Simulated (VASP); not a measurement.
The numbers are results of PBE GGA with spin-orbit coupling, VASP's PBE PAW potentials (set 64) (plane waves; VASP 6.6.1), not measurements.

VASP ran on this input.

INCAR:
```
SYSTEM = YCr3
PREC = Accurate
ENCUT = 300
EDIFF = 1E-6
NELM = 100
ALGO = Normal
LREAL = .FALSE.
LASPH = .TRUE.
ISMEAR = 0
SIGMA = 0.05
GGA = PE
LMAXMIX = 4
LWAVE = .FALSE.
LCHARG = .FALSE.
ISIF = 2
LSORBIT = .TRUE.
LNONCOLLINEAR = .TRUE.
MAGMOM = 0.0 0.0 0.0 0.0 0.0 3.0 0.0 0.0 3.0 0.0 0.0 3.0
GGA_COMPAT = .FALSE.
LORBIT = 11
```

### POSCAR
```
YCr3
1
    0.0000000000     3.5989850000     3.5989850000
    3.5989850000     0.0000000000     3.5989850000
    3.5989850000     3.5989850000     0.0000000000
Y Cr
1 3
Direct
  0.0000000000   0.0000000000   0.0000000000
  0.5000000000   0.5000000000   0.5000000000
  0.2500000000   0.2500000000   0.2500000000
  0.7500000000   0.7500000000   0.7500000000
```

**KPOINTS**
```
Automatic mesh
0
Gamma
4 4 4
0 0 0
```

POTCAR, in this order: Y_sv Cr_pv (PBE.64 set). Program: vasp_ncl.

Output of the run:

### OSZICAR
```
...
DAV:  12    -0.322071979465E+02   -0.35331E-01   -0.71808E-01  2066   0.492E+00    0.241E+00
DAV:  13    -0.321940848408E+02    0.13113E-01   -0.68212E-01  1956   0.336E+00    0.197E+00
DAV:  14    -0.321706210844E+02    0.23464E-01   -0.64913E-01  2032   0.323E+00    0.134E+00
DAV:  15    -0.322215721331E+02   -0.50951E-01   -0.41212E-01  1884   0.300E+00    0.956E-01
DAV:  16    -0.321907473557E+02    0.30825E-01   -0.10357E+00  1866   0.440E+00    0.874E-01
DAV:  17    -0.321874396963E+02    0.33077E-02   -0.42146E-01  1870   0.273E+00    0.605E-01
DAV:  18    -0.321928907407E+02   -0.54510E-02   -0.58611E-01  1870   0.299E+00    0.562E-01
DAV:  19    -0.321941683204E+02   -0.12776E-02   -0.49645E-01  1878   0.280E+00    0.442E-01
DAV:  20    -0.321951043107E+02   -0.93599E-03   -0.60463E-01  1878   0.305E+00    0.418E-01
DAV:  21    -0.321870081948E+02    0.80961E-02   -0.49380E-01  1870   0.278E+00    0.305E-01
DAV:  22    -0.321873377625E+02   -0.32957E-03   -0.27420E-01  1888   0.213E+00    0.281E-01
DAV:  23    -0.321814047075E+02    0.59331E-02   -0.36290E-01  1886   0.255E+00    0.223E-01
DAV:  24    -0.321810999714E+02    0.30474E-03   -0.14528E-01  1906   0.157E+00    0.255E-01
DAV:  25    -0.321768793967E+02    0.42206E-02   -0.25315E-02  1972   0.718E-01    0.242E-01
DAV:  26    -0.321842088599E+02   -0.73295E-02   -0.89526E-02  1926   0.135E+00    0.269E-01
DAV:  27    -0.321889428359E+02   -0.47340E-02   -0.23879E-01  1920   0.209E+00    0.314E-01
DAV:  28    -0.321851240923E+02    0.38187E-02   -0.83912E-02  1940   0.124E+00    0.259E-01
DAV:  29    -0.321831373415E+02    0.19868E-02   -0.14370E-01  1906   0.167E+00    0.276E-01
DAV:  30    -0.321803438690E+02    0.27935E-02   -0.14715E-01  1882   0.171E+00    0.259E-01
DAV:  31    -0.321805341256E+02   -0.19026E-03   -0.14326E-01  1908   0.173E+00    0.249E-01
DAV:  32    -0.321801317654E+02    0.40236E-03   -0.49190E-02  1890   0.101E+00    0.255E-01
DAV:  33    -0.321794655557E+02    0.66621E-03   -0.17091E-02  1948   0.602E-01    0.256E-01
DAV:  34    -0.321808723150E+02   -0.14068E-02   -0.41931E-02  1908   0.893E-01    0.269E-01
DAV:  35    -0.321809838071E+02   -0.11149E-03   -0.49322E-03  2028   0.321E-01    0.274E-01
DAV:  36    -0.321833611248E+02   -0.23773E-02   -0.13716E-02  1930   0.577E-01    0.278E-01
DAV:  37    -0.321818053913E+02    0.15557E-02   -0.19330E-02  1896   0.627E-01    0.287E-01
DAV:  38    -0.321817853378E+02    0.20054E-04   -0.23019E-02  1874   0.716E-01    0.283E-01
DAV:  39    -0.321816971125E+02    0.88225E-04   -0.61468E-04  2184   0.127E-01    0.282E-01
DAV:  40    -0.321809536450E+02    0.74347E-03   -0.94867E-03  1878   0.469E-01    0.276E-01
DAV:  41    -0.321809099335E+02    0.43712E-04   -0.41741E-04  2204   0.101E-01    0.276E-01
DAV:  42    -0.321813363102E+02   -0.42638E-03   -0.20264E-02  1960   0.681E-01    0.246E-01
DAV:  43    -0.321792840953E+02    0.20522E-02   -0.30073E-02  1884   0.814E-01    0.226E-01
DAV:  44    -0.321823466643E+02   -0.30626E-02   -0.10271E-01  1924   0.156E+00    0.264E-01
DAV:  45    -0.321822869275E+02    0.59737E-04   -0.17197E-01  1868   0.196E+00    0.202E-01
DAV:  46    -0.321832953642E+02   -0.10084E-02   -0.14672E-01  1880   0.180E+00    0.207E-01
DAV:  47    -0.321836431033E+02   -0.34774E-03   -0.13945E-01  1866   0.173E+00    0.228E-01
DAV:  48    -0.321833211832E+02    0.32192E-03   -0.11357E-01  1898   0.158E+00    0.232E-01
DAV:  49    -0.321815164451E+02    0.18047E-02   -0.10221E-01  1866   0.149E+00    0.189E-01
DAV:  50    -0.321801443417E+02    0.13721E-02   -0.62700E-02  1880   0.122E+00    0.171E-01
DAV:  51    -0.321844247100E+02   -0.42804E-02   -0.16002E-01  1890   0.189E+00    0.223E-01
DAV:  52    -0.321880798334E+02   -0.36551E-02   -0.18475E-01  1860   0.205E+00    0.250E-01
DAV:  53    -0.321849213988E+02    0.31584E-02   -0.10849E-01  1848   0.173E+00    0.262E-01
DAV:  54    -0.321852583577E+02   -0.33696E-03   -0.17643E-01  1848   0.210E+00    0.290E-01
DAV:  55    -0.321868405312E+02   -0.15822E-02   -0.14633E-01  1848   0.191E+00    0.283E-01
DAV:  56    -0.321815476972E+02    0.52928E-02   -0.12590E-01  1848   0.173E+00    0.269E-01
DAV:  57    -0.321814232333E+02    0.12446E-03   -0.32660E-02  1864   0.873E-01    0.291E-01
DAV:  58    -0.321812111862E+02    0.21205E-03   -0.29373E-03  2052   0.267E-01    0.290E-01
DAV:  59    -0.321847896661E+02   -0.35785E-02   -0.34868E-02  1854   0.981E-01    0.307E-01
DAV:  60    -0.321850364587E+02   -0.24679E-03   -0.92630E-02  1848   0.149E+00    0.294E-01
DAV:  61    -0.321800719306E+02    0.49645E-02   -0.19847E-01  1864   0.204E+00    0.246E-01
DAV:  62    -0.321791659233E+02    0.90601E-03   -0.46631E-02  1984   0.113E+00    0.219E-01
DAV:  63    -0.321790923664E+02    0.73557E-04   -0.41910E-02  1860   0.110E+00    0.203E-01
DAV:  64    -0.321795041557E+02   -0.41179E-03   -0.68113E-02  1848   0.134E+00    0.221E-01
DAV:  65    -0.321788026868E+02    0.70147E-03   -0.79408E-02  1864   0.151E+00    0.209E-01
DAV:  66    -0.321840565831E+02   -0.52539E-02   -0.20611E-01  1864   0.235E+00    0.242E-01
DAV:  67    -0.321835863797E+02    0.47020E-03   -0.21220E-01  1872   0.238E+00    0.279E-01
DAV:  68    -0.321802930350E+02    0.32933E-02   -0.83820E-02  1858   0.151E+00    0.273E-01
DAV:  69    -0.321822419915E+02   -0.19490E-02   -0.60622E-02  1868   0.130E+00    0.317E-01
DAV:  70    -0.321829737279E+02   -0.73174E-03   -0.28877E-02  1958   0.918E-01    0.332E-01
DAV:  71    -0.321858718451E+02   -0.28981E-02   -0.11983E-01  1894   0.183E+00    0.352E-01
DAV:  72    -0.321824236967E+02    0.34481E-02   -0.87765E-02  1856   0.159E+00    0.295E-01
DAV:  73    -0.321826440041E+02   -0.22031E-03   -0.76540E-02  1894   0.143E+00    0.293E-01
DAV:  74    -0.321829558250E+02   -0.31182E-03   -0.36535E-02  1866   0.977E-01    0.287E-01
DAV:  75    -0.321824899693E+02    0.46586E-03   -0.31299E-02  1848   0.897E-01    0.288E-01
DAV:  76    -0.321817376321E+02    0.75234E-03   -0.11841E-01  1848   0.178E+00    0.307E-01
DAV:  77    -0.321817170900E+02    0.20542E-04   -0.15368E-01  1848   0.202E+00    0.296E-01
DAV:  78    -0.321799699533E+02    0.17471E-02   -0.80182E-02  1848   0.140E+00    0.250E-01
DAV:  79    -0.321819655512E+02   -0.19956E-02   -0.43703E-02  1848   0.102E+00    0.277E-01
DAV:  80    -0.321788255255E+02    0.31400E-02   -0.73579E-02  1848   0.132E+00    0.247E-01
DAV:  81    -0.321859017886E+02   -0.70763E-02   -0.15860E-01  1848   0.205E+00    0.311E-01
DAV:  82    -0.321819897997E+02    0.39120E-02   -0.17783E-01  1848   0.223E+00    0.290E-01
DAV:  83    -0.321839614490E+02   -0.19716E-02   -0.54275E-02  1848   0.122E+00    0.326E-01
DAV:  84    -0.321832135547E+02    0.74789E-03   -0.55921E-03  2016   0.368E-01    0.340E-01
DAV:  85    -0.321831303003E+02    0.83254E-04   -0.36425E-03  1926   0.306E-01    0.331E-01
DAV:  86    -0.321833171501E+02   -0.18685E-03   -0.16233E-01  1868   0.205E+00    0.276E-01
DAV:  87    -0.321825580547E+02    0.75910E-03   -0.11383E-01  1870   0.179E+00    0.277E-01
DAV:  88    -0.321812944580E+02    0.12636E-02   -0.55595E-02  1878   0.128E+00    0.265E-01
DAV:  89    -0.321812582280E+02    0.36230E-04   -0.33853E-02  1864   0.103E+00    0.299E-01
DAV:  90    -0.321821005439E+02   -0.84232E-03   -0.19501E-03  2078   0.213E-01    0.316E-01
DAV:  91    -0.321807066872E+02    0.13939E-02   -0.12501E-01  1868   0.177E+00    0.293E-01
DAV:  92    -0.321809933361E+02   -0.28665E-03   -0.96780E-02  1848   0.154E+00    0.250E-01
DAV:  93    -0.321792883792E+02    0.17050E-02   -0.53483E-02  1848   0.112E+00    0.294E-01
DAV:  94    -0.321801207483E+02   -0.83237E-03   -0.49520E-03  1926   0.362E-01    0.314E-01
DAV:  95    -0.321800090909E+02    0.11166E-03   -0.18658E-03  1922   0.218E-01    0.323E-01
DAV:  96    -0.321829488658E+02   -0.29398E-02   -0.14032E-01  1848   0.194E+00    0.292E-01
DAV:  97    -0.321802721147E+02    0.26768E-02   -0.10299E-01  1848   0.165E+00    0.310E-01
DAV:  98    -0.321799935121E+02    0.27860E-03   -0.17038E-02  1848   0.699E-01    0.303E-01
DAV:  99    -0.321806873692E+02   -0.69386E-03   -0.77531E-03  1852   0.462E-01    0.326E-01
DAV: 100    -0.321811196238E+02   -0.43225E-03   -0.10488E-02  1852   0.555E-01
   1 F= -.32181120E+02 E0= -.32177435E+02  d E =-.737015E-02  mag=     0.0000     0.0000     3.9950
```

### OUTCAR
```
------------------------ aborting loop EDIFF was not reached (unconverged)  ----------------------------
  FORCE on cell =-STRESS in cart. coord.  units (eV):
  Direction    XX          YY          ZZ          XY          YZ          ZX
  --------------------------------------------------------------------------------------
  Total       -6.3991680     -6.3991680     -6.4139271     -0.0000793     -0.0000000      0.0000000
  in kB     -109.9674079   -109.9674079   -110.2210383     -0.0013633     -0.0000000      0.0000000
  external PRESSURE =    -110.0519514 kB  Pullay stress =       0.0000000 kB
  volume of cell :       93.23
      direct lattice vectors                 reciprocal lattice vectors
     0.000000000  3.598985000  3.598985000    -0.138928059  0.138928059  0.138928059
     3.598985000  0.000000000  3.598985000     0.138928059 -0.138928059  0.138928059
     3.598985000  3.598985000  0.000000000     0.138928059  0.138928059 -0.138928059
 POSITION                                       TOTAL-FORCE (eV/Angst)
 -----------------------------------------------------------------------------------
      0.00000      0.00000      0.00000         0.000000     -0.000000     -0.000000
      3.59898      3.59898      3.59898         0.000000     -0.000000     -0.000000
      1.79949      1.79949      1.79949         0.000000     -0.000000      0.000000
      5.39848      5.39848      5.39848        -0.000000      0.000000     -0.000000
 -----------------------------------------------------------------------------------
    total drift:                                0.000000      0.000000      0.000000
  FREE ENERGIE OF THE ION-ELECTRON SYSTEM (eV)
  ---------------------------------------------------
  free  energy   TOTEN  =       -32.1811196238 eV

  energy  without entropy=      -32.1737494745  energy(sigma->0) =      -32.17743455

 total charge

# of ion       s       p       d       f       tot
--------------------------------------------------
    1        2.230   6.283   0.906   0.022   9.441
    2        0.278   6.155   3.941   0.000  10.374
    3        0.305   6.130   4.018   0.000  10.452
    4        0.305   6.130   4.018   0.000  10.452
--------------------------------------------------
tot          3.118  24.697  12.883   0.022  40.720

 magnetization (x)

# of ion       s       p       d       f       tot
--------------------------------------------------
    1        0.000   0.000   0.000   0.000   0.000
    2        0.000   0.000   0.000   0.000   0.000
    3        0.000   0.000   0.000   0.000   0.000
    4        0.000   0.000   0.000   0.000   0.000
--------------------------------------------------
tot          0.000   0.000   0.000   0.000   0.000

 magnetization (y)

# of ion       s       p       d       f       tot
--------------------------------------------------
    1        0.000   0.000   0.000   0.000   0.000
    2        0.000   0.000   0.000   0.000   0.000
    3        0.000   0.000   0.000   0.000   0.000
    4        0.000   0.000   0.000   0.000   0.000
--------------------------------------------------
tot          0.000   0.000   0.000   0.000   0.000

 magnetization (z)

# of ion       s       p       d       f       tot
--------------------------------------------------
    1        0.012   0.071   0.104   0.009   0.197
    2       -0.082  -0.067  -3.517   0.000  -3.666
    3        0.061   0.028   3.511   0.000   3.600
    4        0.061   0.028   3.511   0.000   3.600
--------------------------------------------------
tot          0.051   0.061   3.609   0.009   3.731

 Ion:    1  E_soc:     -0.0969811

 Ion:    2  E_soc:     -0.0219287

 Ion:    3  E_soc:     -0.0219176

 Ion:    4  E_soc:     -0.0219176
```
(Selected blocks of OUTCAR.)

stdout:
```
...
DAV:  81    -0.321859017886E+02   -0.70763E-02   -0.15860E-01  1848   0.205E+00    0.311E-01
DAV:  82    -0.321819897997E+02    0.39120E-02   -0.17783E-01  1848   0.223E+00    0.290E-01
DAV:  83    -0.321839614490E+02   -0.19716E-02   -0.54275E-02  1848   0.122E+00    0.326E-01
DAV:  84    -0.321832135547E+02    0.74789E-03   -0.55921E-03  2016   0.368E-01    0.340E-01
DAV:  85    -0.321831303003E+02    0.83254E-04   -0.36425E-03  1926   0.306E-01    0.331E-01
DAV:  86    -0.321833171501E+02   -0.18685E-03   -0.16233E-01  1868   0.205E+00    0.276E-01
DAV:  87    -0.321825580547E+02    0.75910E-03   -0.11383E-01  1870   0.179E+00    0.277E-01
DAV:  88    -0.321812944580E+02    0.12636E-02   -0.55595E-02  1878   0.128E+00    0.265E-01
DAV:  89    -0.321812582280E+02    0.36230E-04   -0.33853E-02  1864   0.103E+00    0.299E-01
DAV:  90    -0.321821005439E+02   -0.84232E-03   -0.19501E-03  2078   0.213E-01    0.316E-01
DAV:  91    -0.321807066872E+02    0.13939E-02   -0.12501E-01  1868   0.177E+00    0.293E-01
DAV:  92    -0.321809933361E+02   -0.28665E-03   -0.96780E-02  1848   0.154E+00    0.250E-01
DAV:  93    -0.321792883792E+02    0.17050E-02   -0.53483E-02  1848   0.112E+00    0.294E-01
DAV:  94    -0.321801207483E+02   -0.83237E-03   -0.49520E-03  1926   0.362E-01    0.314E-01
DAV:  95    -0.321800090909E+02    0.11166E-03   -0.18658E-03  1922   0.218E-01    0.323E-01
DAV:  96    -0.321829488658E+02   -0.29398E-02   -0.14032E-01  1848   0.194E+00    0.292E-01
DAV:  97    -0.321802721147E+02    0.26768E-02   -0.10299E-01  1848   0.165E+00    0.310E-01
DAV:  98    -0.321799935121E+02    0.27860E-03   -0.17038E-02  1848   0.699E-01    0.303E-01
DAV:  99    -0.321806873692E+02   -0.69386E-03   -0.77531E-03  1852   0.462E-01    0.326E-01
DAV: 100    -0.321811196238E+02   -0.43225E-03   -0.10488E-02  1852   0.555E-01

 -----------------------------------------------------------------------------
|                                                                             |
|           W    W    AA    RRRRR   N    N  II  N    N   GGGG   !!!           |
|           W    W   A  A   R    R  NN   N  II  NN   N  G    G  !!!           |
|           W    W  A    A  R    R  N N  N  II  N N  N  G       !!!           |
|           W WW W  AAAAAA  RRRRR   N  N N  II  N  N N  G  GGG   !            |
|           WW  WW  A    A  R   R   N   NN  II  N   NN  G    G                |
|           W    W  A    A  R    R  N    N  II  N    N   GGGG   !!!           |
|                                                                             |
|     The electronic self-consistency was not achieved in the given           |
|     number of steps (NELM). The forces and other quantities evaluated       |
|     might not be reliable so examine the results carefully. If you find     |
|     spurious results, we suggest increasing NELM, if you were close to      |
|     convergence or switching to a different ALGO or adjusting the           |
|     density mixing parameters otherwise.                                    |
|                                                                             |
 -----------------------------------------------------------------------------

   1 F= -.32181120E+02 E0= -.32177435E+02  d E =-.737015E-02  mag=     0.0000     0.0000     3.9950
```

Convergence was not reached.

At this cut-off the stress carries a Pulay error, which pulls relaxed volumes low.

The structure was generated: YCr3 was put into an ordered model structure, which need not be its known phase. The cell was not relaxed at this level. The k-mesh is coarse (spacing up to 0.38 per Å, 2π included), so the numbers may not be converged in it. The run is one of a series of settings (GGA_COMPAT = .FALSE., ISPIN removed, LNONCOLLINEAR = .TRUE., LSORBIT = .TRUE., MAGMOM = 0.0 0.0 0.0 0.0 0.0 3.0 0.0 0.0 3.0 0.0 0.0 3.0, program vasp_ncl against the base run), some of them coarse on purpose.
